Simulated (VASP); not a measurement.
VASP input:

KPOINTS:
```
Automatic mesh
0
Gamma
12 12 12
0 0 0
```

INCAR:
```
SYSTEM = W
PREC = Accurate
ENCUT = 400
EDIFF = 1E-6
NELM = 60
ALGO = VeryFast
LREAL = .FALSE.
LASPH = .TRUE.
ISMEAR = 1
SIGMA = 0.1
GGA = PE
LMAXMIX = 6
LWAVE = .FALSE.
LCHARG = .FALSE.
ISIF = 2
NELMDL = -1
```

### POSCAR
```
W
1
   -1.6116000000     1.6116000000     1.6116000000
    1.6116000000    -1.6116000000     1.6116000000
    1.6116000000     1.6116000000    -1.6116000000
W
1
Direct
  0.0000000000   0.0000000000   0.0000000000
```

POTCAR, in this order: W_sv (PBE.64 set). Program: vasp_std.

The run wrote:

**standard output**
```
...
RMM:  23     0.404931180127E+03   -0.13795E+00   -0.11735E+00  3030   0.743E+00    0.168E+01
RMM:  24     0.404814034590E+03   -0.11715E+00   -0.11356E+00  2987   0.710E+00    0.170E+01
RMM:  25     0.404718502371E+03   -0.95532E-01   -0.97251E-01  2942   0.665E+00    0.170E+01
RMM:  26     0.404651579444E+03   -0.66923E-01   -0.69585E-01  2932   0.621E+00    0.169E+01
RMM:  27     0.404596496843E+03   -0.55083E-01   -0.57517E-01  2987   0.587E+00    0.166E+01
RMM:  28     0.404551904951E+03   -0.44592E-01   -0.47016E-01  2928   0.562E+00    0.157E+01
RMM:  29     0.404512710535E+03   -0.39194E-01   -0.41270E-01  2996   0.543E+00    0.156E+01
RMM:  30     0.404478448055E+03   -0.34262E-01   -0.36957E-01  2973   0.526E+00    0.152E+01
RMM:  31     0.404440760586E+03   -0.37687E-01   -0.33674E-01  2978   0.511E+00    0.158E+01
RMM:  32     0.404398244035E+03   -0.42517E-01   -0.43904E-01  3000   0.508E+00    0.147E+01
RMM:  33     0.404353892228E+03   -0.44352E-01   -0.45476E-01  3009   0.503E+00    0.121E+01
RMM:  34     0.404306171840E+03   -0.47720E-01   -0.49754E-01  3057   0.497E+00    0.969E+00
RMM:  35     0.404246997912E+03   -0.59174E-01   -0.61156E-01  3055   0.485E+00    0.747E+00
RMM:  36     0.404179885250E+03   -0.67113E-01   -0.68038E-01  3060   0.469E+00    0.534E+00
RMM:  37     0.404121593106E+03   -0.58292E-01   -0.58997E-01  3063   0.452E+00    0.353E+00
RMM:  38     0.404082110952E+03   -0.39482E-01   -0.39615E-01  2987   0.433E+00    0.184E+00
RMM:  39     0.404061825827E+03   -0.20285E-01   -0.21339E-01  3001   0.420E+00    0.965E-01
RMM:  40     0.404040830297E+03   -0.20996E-01   -0.22470E-01  2954   0.410E+00    0.886E-01
RMM:  41     0.404022032821E+03   -0.18797E-01   -0.20303E-01  2888   0.401E+00    0.832E-01
RMM:  42     0.404002749218E+03   -0.19284E-01   -0.20867E-01  2724   0.393E+00    0.680E-01
RMM:  43     0.403984703272E+03   -0.18046E-01   -0.19690E-01  2755   0.384E+00    0.290E-01
RMM:  44     0.403967054339E+03   -0.17649E-01   -0.19306E-01  2773   0.375E+00    0.146E-01
RMM:  45     0.403950882282E+03   -0.16172E-01   -0.17800E-01  2696   0.366E+00    0.165E-01
RMM:  46     0.403935582634E+03   -0.15300E-01   -0.16869E-01  2620   0.358E+00    0.232E-01
RMM:  47     0.403921499522E+03   -0.14083E-01   -0.15593E-01  2602   0.349E+00    0.303E-01
RMM:  48     0.403908193419E+03   -0.13306E-01   -0.14755E-01  2511   0.341E+00    0.431E-01
RMM:  49     0.403895799378E+03   -0.12394E-01   -0.13788E-01  2455   0.333E+00    0.558E-01
RMM:  50     0.403884083335E+03   -0.11716E-01   -0.13049E-01  2380   0.326E+00    0.679E-01
RMM:  51     0.403873081220E+03   -0.11002E-01   -0.12276E-01  2350   0.318E+00    0.799E-01
RMM:  52     0.403862937824E+03   -0.10143E-01   -0.11373E-01  2272   0.311E+00    0.902E-01
RMM:  53     0.403853512021E+03   -0.94258E-02   -0.10612E-01  2264   0.304E+00    0.100E+00
RMM:  54     0.403844712079E+03   -0.87999E-02   -0.99528E-02  2237   0.298E+00    0.108E+00
RMM:  55     0.403836293656E+03   -0.84184E-02   -0.95321E-02  2239   0.292E+00    0.118E+00
WARNING in EDDRMM: call to ZHEGV failed, returncode =   6  3      7
RMM:  56     0.403828392641E+03   -0.79010E-02   -0.89719E-02  2209   0.286E+00    0.126E+00
WARNING in EDDRMM: call to ZHEGV failed, returncode =   6  3      4
RMM:  57     0.403820796831E+03   -0.75958E-02   -0.86281E-02  2276   0.281E+00    0.133E+00
RMM:  58     0.403813637508E+03   -0.71593E-02   -0.81527E-02  2258   0.275E+00    0.143E+00
RMM:  59     0.403806765472E+03   -0.68720E-02   -0.78305E-02  2198   0.270E+00    0.153E+00
RMM:  60     0.403800217254E+03   -0.65482E-02   -0.74716E-02  2205   0.265E+00

 -----------------------------------------------------------------------------
|                                                                             |
|           W    W    AA    RRRRR   N    N  II  N    N   GGGG   !!!           |
|           W    W   A  A   R    R  NN   N  II  NN   N  G    G  !!!           |
|           W    W  A    A  R    R  N N  N  II  N N  N  G       !!!           |
|           W WW W  AAAAAA  RRRRR   N  N N  II  N  N N  G  GGG   !            |
|           WW  WW  A    A  R   R   N   NN  II  N   NN  G    G                |
|           W    W  A    A  R    R  N    N  II  N    N   GGGG   !!!           |
|                                                                             |
|     The electronic self-consistency was not achieved in the given           |
|     number of steps (NELM). The forces and other quantities evaluated       |
|     might not be reliable so examine the results carefully. If you find     |
|     spurious results, we suggest increasing NELM, if you were close to      |
|     convergence or switching to a different ALGO or adjusting the           |
|     density mixing parameters otherwise.                                    |
|                                                                             |
 -----------------------------------------------------------------------------

   1 F= 0.40380022E+03 E0= 0.40380016E+03  d E =0.159777E-03
```

File OUTCAR:
```
------------------------ aborting loop EDIFF was not reached (unconverged)  ----------------------------
  FORCE on cell =-STRESS in cart. coord.  units (eV):
  Direction    XX          YY          ZZ          XY          YZ          ZX
  --------------------------------------------------------------------------------------
  Total       51.6879526     51.6879526     51.6879526     -0.0000000     -0.0000000      0.0000000
  in kB     4946.1598132   4946.1598132   4946.1598132     -0.0000000     -0.0000000      0.0000000
  external PRESSURE =    4946.1598132 kB  Pullay stress =       0.0000000 kB
  volume of cell :       16.74
      direct lattice vectors                 reciprocal lattice vectors
    -1.611600000  1.611600000  1.611600000     0.000000000  0.310250683  0.310250683
     1.611600000 -1.611600000  1.611600000     0.310250683  0.000000000  0.310250683
     1.611600000  1.611600000 -1.611600000     0.310250683  0.310250683  0.000000000
 POSITION                                       TOTAL-FORCE (eV/Angst)
 -----------------------------------------------------------------------------------
      0.00000      0.00000      0.00000         0.000000      0.000000      0.000000
 -----------------------------------------------------------------------------------
    total drift:                                0.000000      0.000000      0.000000
  FREE ENERGIE OF THE ION-ELECTRON SYSTEM (eV)
  ---------------------------------------------------
  free  energy   TOTEN  =       403.8002172542 eV

  energy  without entropy=      403.8000574770  energy(sigma->0) =      403.80016400
```
(Selected blocks of OUTCAR.)

Task: Read input and log: which fault does this run have?
A. EDIFF is too loose for the force threshold
B. selective dynamics freezes every atom
C. ALGO = VeryFast starts from random orbitals with almost no delay (NELMDL = -1)
D. one atom is typed twice, on or next to the same site

Result: C, ALGO = VeryFast starts from random orbitals with almost no delay (NELMDL = -1). Convergence was not reached. Against the sound run, the energy per atom (σ→0) rises by 416.738 eV/atom; the pressure rises by 504.30 GPa.

To mend it, set ALGO = Normal, remove NELMDL.

The mended run (PBE GGA, plane waves, VASP's PBE PAW potentials (set 64)) converges, and its OSZICAR ends with
```
   1 F= -.12937953E+02 E0= -.12937988E+02  d E =0.104414E-03
```

The compound is W in the bcc structure. The cell was not relaxed at this level.
